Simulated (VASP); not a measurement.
Calculation: r2SCAN+rVV10, VASP's PBE PAW potentials (set 64) (plane waves; VASP).

Input for VASP

File POSCAR:
```
Ge
1.0
  0.0000000000   2.8289100000   2.8289100000
  2.8289100000   0.0000000000   2.8289100000
  2.8289100000   2.8289100000   0.0000000000
Ge
2
Cartesian
  0.0000000000   0.0000000000   0.0000000000
  1.4144550000   1.4144550000   1.4144550000
```

File KPOINTS:
```
Automatic mesh
0
Gamma
10 10 10
0 0 0
```

INCAR:
```
SYSTEM = Ge
PREC = Accurate
ENCUT = 400
EDIFF = 1E-6
NELM = 100
ALGO = Normal
LREAL = .FALSE.
LASPH = .TRUE.
ISMEAR = 1
SIGMA = 0.1
METAGGA = R2SCAN
LUSE_VDW = .TRUE.
BPARAM = 11.95
CPARAM = 0.0093
LMIXTAU = .TRUE.
LMAXMIX = 4
LWAVE = .FALSE.
LCHARG = .FALSE.
IBRION = 2
ISIF = 3
NSW = 60
EDIFFG = -0.01
```

POTCAR, in this order: Ge_d (PBE.64 set). Program: vasp_std.

Output of the run:

**OSZICAR**
```
       N       E                     dE             d eps       ncg     rms          rms(c)
DAV:   1     0.130526493650E+03    0.13053E+03   -0.13750E+04  1710   0.380E+03
DAV:   2    -0.108373622372E+02   -0.14136E+03   -0.13924E+03  1708   0.489E+02
DAV:   3    -0.290648756595E+02   -0.18228E+02   -0.18123E+02  1838   0.140E+02
DAV:   4    -0.296050929136E+02   -0.54022E+00   -0.53929E+00  1946   0.280E+01
DAV:   5    -0.296140328851E+02   -0.89400E-02   -0.89395E-02  1864   0.367E+00    0.338E+00
DAV:   6    -0.269057860057E+02    0.27082E+01   -0.37302E-01  2078   0.117E+01    0.196E+00
DAV:   7    -0.271269736776E+02   -0.22119E+00   -0.38979E-01  2124   0.892E+00    0.333E-01
DAV:   8    -0.269125686600E+02    0.21441E+00   -0.13340E-01  1850   0.508E+00    0.131E-01
DAV:   9    -0.269030288260E+02    0.95398E-02   -0.38789E-03  1802   0.706E-01    0.119E-01
DAV:  10    -0.269031294072E+02   -0.10058E-03   -0.98179E-05  2130   0.140E-01    0.111E-01
DAV:  11    -0.269062628606E+02   -0.31335E-02   -0.84264E-03  2166   0.136E+00    0.281E-02
DAV:  12    -0.269064406794E+02   -0.17782E-03   -0.44470E-04  1706   0.235E-01    0.189E-02
DAV:  13    -0.269065521724E+02   -0.11149E-03   -0.88258E-05  1716   0.844E-02    0.113E-02
DAV:  14    -0.269067998583E+02   -0.24769E-03   -0.14733E-04  1692   0.113E-01    0.511E-03
DAV:  15    -0.269068350619E+02   -0.35204E-04   -0.39457E-05  1780   0.623E-02    0.429E-03
DAV:  16    -0.269068324326E+02    0.26293E-05   -0.10006E-06  1378   0.112E-02    0.326E-03
DAV:  17    -0.269068325633E+02   -0.13072E-06   -0.58728E-08   848   0.312E-03
   1 F= -.26906833E+02 E0= -.26906838E+02  d E =-.269068E+02
       N       E                     dE             d eps       ncg     rms          rms(c)
DAV:   1    -0.269228883602E+02   -0.16056E-01   -0.21498E-01  2236   0.969E+00    0.743E-01
DAV:   2    -0.269113699455E+02    0.11518E-01   -0.14989E-02  2194   0.256E+00    0.375E-01
DAV:   3    -0.269074329047E+02    0.39370E-02   -0.62496E-03  2234   0.149E+00    0.882E-02
DAV:   4    -0.269071380273E+02    0.29488E-03   -0.62877E-04  2150   0.478E-01    0.293E-02
DAV:   5    -0.269070526624E+02    0.85365E-04   -0.20462E-04  1820   0.161E-01    0.952E-03
DAV:   6    -0.269071926885E+02   -0.14003E-03   -0.20585E-04  1868   0.160E-01    0.604E-03
DAV:   7    -0.269072905666E+02   -0.97878E-04   -0.54828E-05  1692   0.750E-02    0.196E-03
DAV:   8    -0.269072972564E+02   -0.66897E-05   -0.81408E-07  1358   0.102E-02    0.368E-04
DAV:   9    -0.269072955318E+02    0.17246E-05   -0.52416E-08   850   0.264E-03    0.200E-04
DAV:  10    -0.269072967627E+02   -0.12310E-05   -0.27855E-08   848   0.195E-03    0.413E-05
DAV:  11    -0.269072967718E+02   -0.90477E-08   -0.48491E-09   846   0.121E-03
   2 F= -.26907297E+02 E0= -.26907303E+02  d E =-.464209E-03
```

### OUTCAR
```
------------------------ aborting loop because EDIFF is reached ----------------------------------------
  FORCE on cell =-STRESS in cart. coord.  units (eV):
  Direction    XX          YY          ZZ          XY          YZ          ZX
  --------------------------------------------------------------------------------------
  Total        0.0170202      0.0170202      0.0170202      0.0000000      0.0000000      0.0000000
  in kB        0.6066263      0.6066263      0.6066263      0.0000000      0.0000000      0.0000000
  external PRESSURE =       0.6066263 kB  Pullay stress =       0.0000000 kB
  volume of cell :       44.95
      direct lattice vectors                 reciprocal lattice vectors
    -0.000000000  2.822114032  2.822114032    -0.177172146  0.177172146  0.177172146
     2.822114032 -0.000000000  2.822114032     0.177172146 -0.177172146  0.177172146
     2.822114032  2.822114032 -0.000000000     0.177172146  0.177172146 -0.177172146
 POSITION                                       TOTAL-FORCE (eV/Angst)
 -----------------------------------------------------------------------------------
      5.64423      5.64423      5.64423        -0.000000     -0.000000     -0.000000
      1.41106      1.41106      1.41106         0.000000      0.000000      0.000000
 -----------------------------------------------------------------------------------
    total drift:                                0.000000      0.000000      0.000000
  FREE ENERGIE OF THE ION-ELECTRON SYSTEM (eV)
  ---------------------------------------------------
  free  energy   TOTEN  =       -26.9072967718 eV

  energy  without entropy=      -26.9073143574  energy(sigma->0) =      -26.90730263

 reached required accuracy - stopping structural energy minimisation
```
(Selected blocks of OUTCAR.)

**CONTCAR**
```
Ge
   1.00000000000000
    -0.0000000000000000    2.8221140317208668    2.8221140317208668
     2.8221140317208668   -0.0000000000000000    2.8221140317208668
     2.8221140317208668    2.8221140317208668   -0.0000000000000000
  Ge
     2
Direct
     1.0000000000000000    1.0000000000000000    1.0000000000000000
     0.2500000000000000    0.2500000000000000    0.2500000000000000
```

The structure comes from a measured Ge entry (Fd-3m) of the Crystallography Open Database, whose conditions weren't checked. This run relaxes it. Symmetry was kept, so distortions that lower it aren't found.
